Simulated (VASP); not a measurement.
Here is the system:

```yaml
crystal:
  lattice:
    - [0.00000, 2.64806, 2.64806]
    - [2.64806, 0.00000, 2.64806]
    - [2.64806, 2.64806, 0.00000]
  atoms:
    - { symbol: Y, position: [0.00000, 0.00000, 0.00000] }
    - { symbol: B, position: [0.50000, 0.50000, 0.50000] }
```

Calculation: PBEsol GGA, VASP's PBE PAW potentials (set 64) (plane waves; VASP). Settings: 520 eV cut-off, Gaussian smearing of 0.050 eV, potentials Y_sv B.

Estimate the band gap (along the path) with the smallest direct gap where there is one.

The band gap (along the path) is none (metal, semimetal or under 0.01 eV).

Total energies compare only between runs with the same potentials, cut-off and functional.

The structure was generated: YB was put into the rock salt type (Fm-3m), which need not be its known phase. It was relaxed first, which changed the volume by -28 %.
